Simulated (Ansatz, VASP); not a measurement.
# Cs17Rb25Cl42: VASP beside Ansatz

Aim: how closely do two programs agree when they are given the same cell, functional and k mesh? Of the first pair: The structure shown is frame 18 of Ansatz's trajectory.

Method: plane waves, with VASP 6.6.1 beside it; single point at PBE, in Ansatz 0.2.0.

## 1. The structure

The cell holds 84 atoms: 25 Rb, 17 Cs and 42 Cl. Cell: a = 15.586 Å, b = 15.586 Å, c = 15.586 Å, α = 90.0°, β = 90.0°, γ = 90.0°.

## 2. Ansatz: dynamics, PBE

Ansatz runs on its default PAW (the set named soft_2) files.

One frame of this run of dynamics is then solved in both programs, so the motion causes no difference.

Contents of input.yaml:

```yaml
crystal:
  lattice:
    - [15.586, 0.0, 0.0]
    - [0.0, 15.586, 0.0]
    - [0.0, 0.0, 15.586]
  atoms:
    - { symbol: Rb, position: [0.29982, 0.6339, 0.51602] }
    - { symbol: Rb, position: [0.63072, 0.64854, 0.87008] }
    - { symbol: Rb, position: [0.48976, 0.066, 0.97912] }
    - { symbol: Rb, position: [0.24872, 0.0765, 0.87184] }
    - { symbol: Rb, position: [0.50156, 0.31503, 0.82898] }
    - { symbol: Rb, position: [0.60912, 0.73492, 0.45985] }
    - { symbol: Rb, position: [0.54999, 0.50403, 0.63614] }
    - { symbol: Rb, position: [0.02641, 0.66771, 0.37561] }
    - { symbol: Rb, position: [0.83436, 0.50422, 0.50595] }
    - { symbol: Rb, position: [0.09228, 0.34617, 0.95492] }
    - { symbol: Rb, position: [0.22454, 0.77705, 0.2513] }
    - { symbol: Rb, position: [0.83126, 0.75093, 0.14366] }
    - { symbol: Rb, position: [0.78663, 0.00246, 0.29476] }
    - { symbol: Rb, position: [0.79438, 0.86955, 0.57617] }
    - { symbol: Rb, position: [0.38385, 0.56202, 0.27038] }
    - { symbol: Rb, position: [0.71969, 0.26687, 0.72738] }
    - { symbol: Rb, position: [0.81881, 0.47218, 0.95842] }
    - { symbol: Rb, position: [0.85369, 0.14092, 0.01325] }
    - { symbol: Rb, position: [0.30544, 0.97588, 0.58024] }
    - { symbol: Rb, position: [0.47352, 0.84805, 0.7529] }
    - { symbol: Rb, position: [0.64672, 0.4379, 0.25167] }
    - { symbol: Rb, position: [0.4538, 0.97758, 0.3215] }
    - { symbol: Rb, position: [0.24947, 0.48165, 0.77426] }
    - { symbol: Rb, position: [0.14289, 0.40792, 0.36984] }
    - { symbol: Rb, position: [0.03893, 0.37776, 0.6347] }
    - { symbol: Cs, position: [0.1502, 0.07227, 0.36687] }
    - { symbol: Cs, position: [0.01264, 0.17048, 0.7895] }
    - { symbol: Cs, position: [0.9314, 0.6354, 0.74726] }
    - { symbol: Cs, position: [0.09561, 0.81414, 0.62855] }
    - { symbol: Cs, position: [0.62422, 0.09234, 0.60494] }
    - { symbol: Cs, position: [0.0353, 0.54841, 0.12628] }
    - { symbol: Cs, position: [0.81655, 0.88476, 0.88603] }
    - { symbol: Cs, position: [0.31044, 0.26054, 0.60223] }
    - { symbol: Cs, position: [0.03209, 0.93786, 0.14214] }
    - { symbol: Cs, position: [0.51329, 0.76503, 0.0506] }
    - { symbol: Cs, position: [0.55723, 0.2504, 0.40216] }
    - { symbol: Cs, position: [0.24456, 0.7409, 0.97316] }
    - { symbol: Cs, position: [0.60984, 0.25308, 0.10064] }
    - { symbol: Cs, position: [0.91058, 0.28389, 0.32742] }
    - { symbol: Cs, position: [0.27062, 0.15901, 0.14849] }
    - { symbol: Cs, position: [0.96145, 0.10883, 0.57278] }
    - { symbol: Cs, position: [0.31859, 0.44156, 0.05344] }
    - { symbol: Cl, position: [0.95419, 0.06326, 0.38811] }
    - { symbol: Cl, position: [0.36166, 0.9076, 0.969] }
    - { symbol: Cl, position: [0.63997, 0.18496, 0.91881] }
    - { symbol: Cl, position: [0.60944, 0.51025, 0.43392] }
    - { symbol: Cl, position: [0.12774, 0.02066, 0.72112] }
    - { symbol: Cl, position: [0.11402, 0.25209, 0.50015] }
    - { symbol: Cl, position: [0.43979, 0.75359, 0.35521] }
    - { symbol: Cl, position: [0.18971, 0.29664, 0.79435] }
    - { symbol: Cl, position: [0.72363, 0.22062, 0.26168] }
    - { symbol: Cl, position: [0.9194, 0.35557, 0.82013] }
    - { symbol: Cl, position: [0.62444, 0.83501, 0.90198] }
    - { symbol: Cl, position: [0.88051, 0.29854, 0.55738] }
    - { symbol: Cl, position: [0.36428, 0.64234, 0.08639] }
    - { symbol: Cl, position: [0.53976, 0.29241, 0.60799] }
    - { symbol: Cl, position: [0.16349, 0.53645, 0.94315] }
    - { symbol: Cl, position: [0.64066, 0.94365, 0.46465] }
    - { symbol: Cl, position: [0.78671, 0.79381, 0.32766] }
    - { symbol: Cl, position: [0.81665, 0.08968, 0.7261] }
    - { symbol: Cl, position: [0.09472, 0.56705, 0.64245] }
    - { symbol: Cl, position: [0.29218, 0.8092, 0.66471] }
    - { symbol: Cl, position: [0.95832, 0.48594, 0.32957] }
    - { symbol: Cl, position: [0.67701, 0.43966, 0.79828] }
    - { symbol: Cl, position: [0.9241, 0.85083, 0.74036] }
    - { symbol: Cl, position: [0.91145, 0.64376, 0.96683] }
    - { symbol: Cl, position: [0.60026, 0.70325, 0.67653] }
    - { symbol: Cl, position: [0.30202, 0.46025, 0.57582] }
    - { symbol: Cl, position: [0.19894, 0.59102, 0.34828] }
    - { symbol: Cl, position: [0.10583, 0.85195, 0.42848] }
    - { symbol: Cl, position: [0.47376, 0.39234, 0.19186] }
    - { symbol: Cl, position: [0.49635, 0.04129, 0.76169] }
    - { symbol: Cl, position: [0.54993, 0.06901, 0.17157] }
    - { symbol: Cl, position: [0.82953, 0.9531, 0.09443] }
    - { symbol: Cl, position: [0.86485, 0.6734, 0.56613] }
    - { symbol: Cl, position: [0.08644, 0.1258, 0.01867] }
    - { symbol: Cl, position: [0.14955, 0.33471, 0.17088] }
    - { symbol: Cl, position: [0.66988, 0.6134, 0.07499] }
    - { symbol: Cl, position: [0.35935, 0.23144, 0.96038] }
    - { symbol: Cl, position: [0.2603, 0.96777, 0.23322] }
    - { symbol: Cl, position: [0.36406, 0.14657, 0.44185] }
    - { symbol: Cl, position: [0.87673, 0.33628, 0.09539] }
    - { symbol: Cl, position: [0.45042, 0.52308, 0.8362] }
    - { symbol: Cl, position: [0.06246, 0.73712, 0.15726] }
kpoints:
  mp_grid: { grid: [1, 1, 1] }
hamiltonian:
  xc: pbe
scf:
  occupations: { method: fixed }
output:
  forces: true
md:
  timestep: 2.0
  n_steps: 54
  ensemble: nve
  temperature: 300
  initial_velocities: maxwell_boltzmann
  seed: 1709
```

Started as:

```console
> ansatz run input.yaml --threads 4 --pin off --max-ram 8192MiB --backend cpu --events-out ev --progress --plain --runs-dir out
```

Numbers of over 12 decimals in the logs are rounded to 6 here.

Output:

```text
Warning: md: disabling space-group detection — thermal motion breaks the input geometry's symmetry, so no spatial operation reduces the k-mesh or symmetrises the density; time reversal is kept, so that k and −k are solved as one point where they differ and the mesh holds both, and exact exchange and, on two spinor components, a DFT+U term hold to it where the run has them: on two components no moment then forms, and  [...]
Engine: ansatz 0.2.0, x86_64-unknown-linux-gnu
Pseudopotentials: kind: paw
Pseudopotential: Rb, paw, valence charge 9, recommended cutoff 420 eV (normal), Rb.paw.azcp
Pseudopotential: Cs, paw, valence charge 9, recommended cutoff 420 eV (normal), Cs.paw.azcp
Pseudopotential: Cl, paw, valence charge 7, recommended cutoff 420 eV (normal), Cl.paw.azcp
Functional definition: PBE
  parameter kappa = 0.804
  parameter beta = 0.066725
  exchange = pbe_x(kappa = kappa, mu = beta*pi^2/3)
  correlation = pbe_c(beta = beta)
Crystal: 84 atoms, lattice volume = 3786.204 Å³
Basis set: ecut = 420 eV, 74125 PW (Γ), exchange–correlation on 216×216×216 points (8 copies of the dense FFT grid, shifted against one another)
Bands: 420, of which v1, the nominal top of the filled ones, is band 336 counted from 1 (335 counted from 0)
Symmetry: 1 space group operations
k-points: 1
Non-local potential: Rb, projectors of the file, l = 0: 3, l = 1: 2, l = 2: 2
Non-local potential: Cs, projectors of the file, l = 0: 3, l = 1: 2, l = 2: 2, l = 3: 2
Non-local potential: Cl, projectors of the file, l = 0: 2, l = 1: 2, l = 2: 2
PAW form: soft (Blöchl's): semilocal exchange-correlation on the pseudo side does not see the compensation charge
PAW one-centre angular grid: Rb, 110 points (default); XC on 64 Gauss nodes
PAW one-centre angular grid: Cs, 194 points (default); XC on 64 Gauss nodes
PAW one-centre angular grid: Cl, 110 points (default); XC on 64 Gauss nodes
Initial density: superposition of atomic densities (neutral atoms: chi_scale 0, normalization atom), corrected by the library's trained network
Initial wavefunctions: pseudopotential atomic-orbital guess
Functional: x = pbe(κ = 0.804, μ = 0.219515), c = pbe(β = 0.066725)
SCF iter   1: F=—  HF=-223575.912236 eV  |F-HF|=—  |Δ(HF+E_count)|=         —  Δρ=6.86e-4  dr2=6.53e-2  ethr=1.77e-3  ⟨swp⟩=6.0  Hψ=1460  notcnv=0  defer=81
preconditioner: auto → Resta (q_TF=auto, 2.045 Å⁻¹)  ε∞=2.5  [insulator: Δε(μ)=3.371 eV  Ē_g=11.810 eV  n_scr=514 (ndim 8)  ℏωp=14.6 eV  f_vac=0.208  ε∞_Penn≈2.5]
SCF iter   2: F=—  HF=-223575.913226 eV  |F-HF|=—  |Δ(HF+E_count)|=   9.90e-4  Δρ=3.05e-4  dr2=1.34e-2  ethr=9.72e-6  ⟨swp⟩=4.0  Hψ=764  notcnv=0  defer=82
SCF iter   3: F=—  HF=-223575.912141 eV  |F-HF|=—  |Δ(HF+E_count)|=   1.08e-3  Δρ=1.16e-4  dr2=1.79e-3  ethr=2.00e-6  ⟨swp⟩=3.0  Hψ=594  notcnv=0  defer=82
SCF iter   4: F=—  HF=-223575.912124 eV  |F-HF|=—  |Δ(HF+E_count)|=   1.80e-5  Δρ=3.54e-5  dr2=8.94e-5  ethr=2.67e-7  ⟨swp⟩=2.0  Hψ=637  notcnv=0  defer=82
SCF iter   5: F=—  HF=-223575.912012 eV  |F-HF|=—  |Δ(HF+E_count)|=   1.12e-4  Δρ=1.10e-5  dr2=8.09e-6  ethr=1.33e-8  ⟨swp⟩=2.0  Hψ=635  notcnv=0  defer=82
SCF iter   6: F=—  HF=-223575.916051 eV  |F-HF|=—  |Δ(HF+E_count)|=   4.04e-3  Δρ=3.32e-6  dr2=6.74e-7  ethr=1.20e-9  ⟨swp⟩=2.0  Hψ=714  notcnv=0  defer=82
SCF iter   7: F=-223575.916051 eV  HF=-223575.916051 eV  |F-HF|=3.17e-8  |Δ(HF+E_count)|=   2.63e-7  Δρ=8.13e-7  dr2=4.13e-8  ethr=1.25e-11  ⟨swp⟩=5.0  Hψ=1603  notcnv=0
SCF 1 converged in 7 iterations: F = -223575.916051 eV  dr2 = 4.13e-8
  greatest PAW one-centre occupation: 0.973 electrons in one spin orbital (limit 2), on the Rb atom at site 24 (counted from 0), in its partial waves of l = 0
md step     0: t =     0.00 fs  T =   300.0 K  F+E_penalty+E_count = -223575.91605132 eV  E_kin = 3.218574 eV  conserved = -223572.69747735 eV  (7 SCF iters)
[...]
md step    40: t =    80.00 fs  T =   491.2 K  F+E_penalty+E_count = -223577.96823099 eV  E_kin = 5.270212 eV  conserved = -223572.69801867 eV  (6 SCF iters)
md step    41: t =    82.00 fs  T =   497.9 K  F+E_penalty+E_count = -223578.03990723 eV  E_kin = 5.341841 eV  conserved = -223572.69806667 eV  (3 SCF iters)
md step    42: t =    84.00 fs  T =   504.3 K  F+E_penalty+E_count = -223578.10863240 eV  E_kin = 5.410523 eV  conserved = -223572.69810960 eV  (2 SCF iters)
md step    43: t =    86.00 fs  T =   510.4 K  F+E_penalty+E_count = -223578.17372024 eV  E_kin = 5.475573 eV  conserved = -223572.69814751 eV  (3 SCF iters)
md step    44: t =    88.00 fs  T =   516.0 K  F+E_penalty+E_count = -223578.23456870 eV  E_kin = 5.536390 eV  conserved = -223572.69817907 eV  (2 SCF iters)
md step    45: t =    90.00 fs  T =   521.3 K  F+E_penalty+E_count = -223578.29067433 eV  E_kin = 5.592472 eV  conserved = -223572.69820264 eV  (2 SCF iters)
md step    46: t =    92.00 fs  T =   526.0 K  F+E_penalty+E_count = -223578.34164396 eV  E_kin = 5.643427 eV  conserved = -223572.69821732 eV  (2 SCF iters)
md step    47: t =    94.00 fs  T =   530.3 K  F+E_penalty+E_count = -223578.38720373 eV  E_kin = 5.688980 eV  conserved = -223572.69822363 eV  (2 SCF iters)
md step    48: t =    96.00 fs  T =   534.0 K  F+E_penalty+E_count = -223578.42720561 eV  E_kin = 5.728983 eV  conserved = -223572.69822256 eV  (2 SCF iters)
md step    49: t =    98.00 fs  T =   537.2 K  F+E_penalty+E_count = -223578.46163146 eV  E_kin = 5.763417 eV  conserved = -223572.69821434 eV  (2 SCF iters)
md step    50: t =   100.00 fs  T =   539.9 K  F+E_penalty+E_count = -223578.49059430 eV  E_kin = 5.792395 eV  conserved = -223572.69819928 eV  (6 SCF iters)
md step    51: t =   102.00 fs  T =   542.1 K  F+E_penalty+E_count = -223578.51433641 eV  E_kin = 5.816160 eV  conserved = -223572.69817676 eV  (3 SCF iters)
md step    52: t =   104.00 fs  T =   543.9 K  F+E_penalty+E_count = -223578.53322402 eV  E_kin = 5.835078 eV  conserved = -223572.69814596 eV  (2 SCF iters)
md step    53: t =   106.00 fs  T =   545.2 K  F+E_penalty+E_count = -223578.54773780 eV  E_kin = 5.849629 eV  conserved = -223572.69810845 eV  (3 SCF iters)
[...]
md step    54: t =   108.00 fs  T =   546.2 K  F+E_penalty+E_count = -223578.55845854 eV  E_kin = 5.860393 eV  conserved = -223572.69806567 eV  (6 SCF iters)
SCF converged after 6 iterations
Free energy (F): -223578.558459 eV
Harris-Foulkes:  -223578.558459 eV  (|F-HF|=3.73e-9)
Internal energy: -223578.558459 eV  (E = F + TS)
E sigma→0 (E₀):  -223578.558459 eV
Fermi energy:    0.929062 eV
--- Per-component energies (eV) ---
  E_band       = -4705.311185
  E_kinetic    = 14031.501809
  E_local      = -34856.545179  (includes V_loc(G=0)·N_el)
  E_nonlocal   = 6033.327048
  E_hartree    = 10988.777720
  E_xc         = -10766.324385
  E_vxc        = -10746.061325  (∫ρ·V_xc dr)
  E_paw        = -179274.590993  (= ΣΔE_a)
  E_vpaw       = -1145.097728  (= ΣTr[D̂ρ^β])
  E_aug_tail   = 0.003723  (compensation charges beyond the density's cutoff)
  E_ewald      = -29734.708202
  E_smearing   = -0.000000  (= −TS)
  E_closure    = -0.000000  (closes the sum)
  Σ components = -223578.558459   (vs F -223578.558459, Δ=0.00e0)
--- Forces (eV/Å), atoms counted from 1 ---
  atom   1  Rb    -0.00174616     0.33285330    -0.11012827
  atom   2  Rb    -0.17450546     0.39364122     0.25337425
  atom   3  Rb     0.18107348     0.08437341    -0.12163594
  atom   4  Rb     0.11272341    -0.02217147    -0.04425816
  atom   5  Rb    -0.10084972    -0.15262871     0.15185998
  atom   6  Rb    -0.04651209    -0.02366546    -0.52677824
  atom   7  Rb    -0.03580113     0.23426380    -0.40589253
  atom   8  Rb     0.55372653     0.26790901    -0.87632257
  atom   9  Rb    -0.32915164     0.42086421    -0.43791488
  atom  10  Rb     0.05684246    -0.00204922     0.16497670
  atom  11  Rb    -0.42185110     0.34844651    -0.28806129
  atom  12  Rb     0.23949362     0.13786385     0.21969810
  atom  13  Rb    -0.34494391    -0.00944126    -0.06762744
  atom  14  Rb    -0.21097769    -0.03242054    -0.19825684
  atom  15  Rb     0.27348465     0.05892974     0.35423243
  atom  16  Rb    -0.16376856    -0.02056354     0.10202845
  atom  17  Rb     0.11428770     0.14964353     0.18229651
  atom  18  Rb    -0.26385213    -0.33948612     0.01677098
  atom  19  Rb     0.09684794    -0.31314474     0.00195641
  atom  20  Rb    -0.36973089     0.21122583    -0.38586456
  atom  21  Rb     0.05973250     0.32939001    -0.05408136
  atom  22  Rb     0.22542174     0.03189898     0.13227216
  atom  23  Rb     0.16666078    -0.05901977    -0.09512725
  atom  24  Rb     0.06734104     0.26108264    -0.00265611
[...]
atom  77  Cl     0.11796112     0.05061623    -0.27519690
  atom  78  Cl    -0.15173359    -0.12700822    -0.05024884
  atom  79  Cl     0.24112588     0.15890921    -0.01636379
  atom  80  Cl    -0.22536905    -0.37613079    -0.09887920
  atom  81  Cl    -0.10169540     0.20868044     0.35692747
  atom  82  Cl     0.02164875     0.39647130     0.20789783
  atom  83  Cl    -0.12547819     0.00671777    -0.00423730
  atom  84  Cl    -0.03940490    -0.18010584    -0.07370003
  max |Σ_I F_I| component: 1.61e-5 eV/Å
--- MD trajectory: 54 steps, t = 0.0 → 108.0 fs ---
  final state: T = 546.2 K   F+E_penalty+E_count = -223578.55845854 eV   E_kin = 5.860393 eV
  conserved energy: peak-to-peak 7.463e-4 eV (8.884e-6 eV/atom) over 108.0 fs
```

In the SCF lines HF is the Harris–Foulkes energy and dr2 the Hartree energy of the density residual, in eV; the loop may stop once dr2 is under the threshold and the program's other checks hold. Hψ counts applications of the Hamiltonian.

## 3. VASP: single point, PBE, pair 1

The same cell, functional and mesh now go to VASP, with its own data sets.

Lines of VASP's logs that name or quote its potential files are left out, and so is its time.

Contents of INCAR:

```
SYSTEM = Cs17Rb25Cl42
PREC = Accurate
ENCUT = 400
EDIFF = 1E-06
NELM = 120
ISMEAR = 0
SIGMA = 0.01
LREAL = Auto
ALGO = Normal
GGA = PE
NBANDS = 400
LORBIT = 11
LWAVE = .FALSE.
LCHARG = .FALSE.
ISIF = 2
LASPH = .TRUE.
GGA_COMPAT = .FALSE.
EFERMI = MIDGAP
NCORE = 2
```

Contents of POSCAR:

```
Cs17Rb25Cl42
1.0
   15.5860000000      0.0000000000      0.0000000000
    0.0000000000     15.5860000000      0.0000000000
    0.0000000000      0.0000000000     15.5860000000
Rb Cs Cl
25 17 42
Direct
    0.2977672270      0.6307776209      0.5195752598
    0.6308546131      0.6495508790      0.8615552419
    0.4931926088      0.0577697934      0.9735403567
    0.2509239061      0.0758437059      0.8672526626
    0.5053060439      0.3158603875      0.8322597203
    0.6075452329      0.7368150905      0.4641152316
    0.5431861927      0.4992814064      0.6462594636
    0.0168612858      0.6674900552      0.3802964199
    0.8336840755      0.4991402541      0.5096945977
    0.0898626973      0.3433465931      0.9570961119
    0.2297767227      0.7785320159      0.2540485051
    0.8268638522      0.7490247658      0.1409534197
    0.7896060567      0.0026947260      0.2954959579
    0.7948094444      0.8683818812      0.5702361093
    0.3846208136      0.5605479276      0.2660849480
    0.7318298473      0.2703387656      0.7289233928
    0.8166110612      0.4700115488      0.9594572052
    0.8556460926      0.1445912999      0.0110804568
    0.3049724111      0.9785063519      0.5789875529
    0.4766521237      0.8430707045      0.7599448223
    0.6502309765      0.4333761068      0.2540805851
    0.4479532914      0.9748748877      0.3120492750
    0.2447260362      0.4825612729      0.7760682664
    0.1452585654      0.4079045297      0.3733927884
    0.0394328243      0.3817721032      0.6345694854
    0.1492621583      0.0762158347      0.3600218144
    0.0078532016      0.1689785705      0.7981201078
    0.9321185679      0.6312716540      0.7472154498
    0.0918195817      0.8141601437      0.6265302194
    0.6167586295      0.0948607725      0.6011163865
    0.0401706660      0.5466444245      0.1280059027
    0.8205697421      0.8834659310      0.8848389580
    0.3148466573      0.2596368536      0.5977543950
    0.0312395740      0.9409020916      0.1383356859
    0.5166238932      0.7674643911      0.0566277428
    0.5573078404      0.2536699602      0.4063582702
    0.2444758116      0.7393109201      0.9718657770
    0.6098742461      0.2541832414      0.1033363275
    0.9125625561      0.2831579623      0.3240343898
    0.2694854356      0.1591749006      0.1504940331
    0.9637302708      0.1110676248      0.5760041062
    0.3176183755      0.4418195817      0.0530026947
    0.9539137688      0.0713909919      0.3595855255
    0.3644360323      0.9096881817      0.9670152701
    0.6399653535      0.1878352368      0.9112665212
    0.6018285641      0.5119658668      0.4273835493
    0.1246374952      0.0114140896      0.7163929167
    0.1036378801      0.2485114847      0.4987424612
    0.4376812524      0.7654690107      0.3566020788
    0.1917169254      0.2954382138      0.7848967022
    0.7264917233      0.2164506608      0.2736494290
    0.9209162069      0.3584883870      0.8262928269
    0.6299050430      0.8429616322      0.9043115617
    0.8771654049      0.3044527140      0.5585525472
    0.3674387271      0.6331258822      0.0937443860
    0.5300975234      0.2921724625      0.6200628769
    0.1624406519      0.5449505967      0.9457975106
    0.6381817015      0.9469138971      0.4673424868
    0.7845887335      0.7914217888      0.3309957654
    0.8127101245      0.0886885667      0.7230463236
    0.1001026562      0.5707622225      0.6465995124
    0.2993648146      0.8080071859      0.6719106891
    0.9618952906      0.4869690748      0.3247273194
    0.6726677788      0.4412549724      0.8061272937
    0.9314833825      0.8437957141      0.7241562941
    0.9130373412      0.6514692673      0.9629795971
    0.6016104196      0.7036314641      0.6733414603
    0.3027075581      0.4485307327      0.5726228667
    0.2027139741      0.5983575003      0.3536250481
    0.1136596946      0.8574554087      0.4293468497
    0.4710894392      0.3953740536      0.1915180290
    0.4938662903      0.0518991403      0.7656422430
    0.5479212113      0.0588861799      0.1691518029
    0.8239124856      0.9593417169      0.0934941614
    0.8652380341      0.6885538304      0.5603105351
    0.0874695239      0.1285961761      0.0089824201
    0.1415436931      0.3307327088      0.1791222892
    0.6747144874      0.6086552034      0.0809059412
    0.3500641601      0.2251122803      0.9533619915
    0.2651097138      0.9574297446      0.2321955601
    0.3662132683      0.1430707045      0.4363980495
    0.8754202489      0.3319196715      0.0888168869
    0.4541319133      0.5199923008      0.8417105094
    0.0600538945      0.7447132042      0.1670665982
```

Contents of KPOINTS:

```
Automatic mesh
0
Gamma
1 1 1
0 0 0
```

PAW data sets: Rb_sv, Cs_sv and Cl (PBE family, release 64).

Started as:

```console
> mpirun -np 8 vasp_gam
```

Output:

```text
[banner, memory and clock lines left out]
running    8 mpi-ranks, on    1 nodes
[...]
LDA part: xc-table for (Slater+PW92), standard interpolation
 POSCAR, INCAR and KPOINTS ok, starting setup
[...]
entering main loop
       N       E                     dE             d eps       ncg     rms          rms(c)
DAV:   1     0.638242436776E+04    0.63824E+04   -0.27421E+05   824   0.121E+03
DAV:   2     0.538703838112E+03   -0.58437E+04   -0.56951E+04  1064   0.281E+02
DAV:   3    -0.265779504378E+03   -0.80448E+03   -0.80202E+03   952   0.109E+02
DAV:   4    -0.288501951657E+03   -0.22722E+02   -0.22656E+02   920   0.225E+01
[...]
DAV:  18    -0.265410783599E+03    0.17488E-05   -0.35929E-05   952   0.899E-03    0.992E-03
DAV:  19    -0.265410782468E+03    0.11304E-05   -0.58828E-06   832   0.393E-03    0.780E-03
DAV:  20    -0.265410782186E+03    0.28229E-06   -0.44027E-06   752   0.271E-03
   1 F= -.26541078E+03 E0= -.26541078E+03  d E =0.000000E+00
```

OUTCAR, selected parts (step 3):

```text
  FREE ENERGIE OF THE ION-ELECTRON SYSTEM (eV)
  ---------------------------------------------------
  free  energy   TOTEN  =      -265.4107821859 eV

  energy  without entropy=     -265.4107821859  energy(sigma->0) =     -265.41078219
```

The run ends at a pressure of 0.58 GPa, with forces up to 0.83 eV/Å.

(Continued in part 2 of 3.)

[Lines on the potential files, build, host, timing and source positions are cut from VASP's logs without a mark.]

[Logs are printed without paths, hosts, clocks, repeated set-up lines and the standing remarks that a program may print on its own settings, such as how far it seeks lower states.]

[Hosts, paths, dates, database ids (printed as entryN), source tags and the programs' standing remarks are cut or masked in the printed files.]
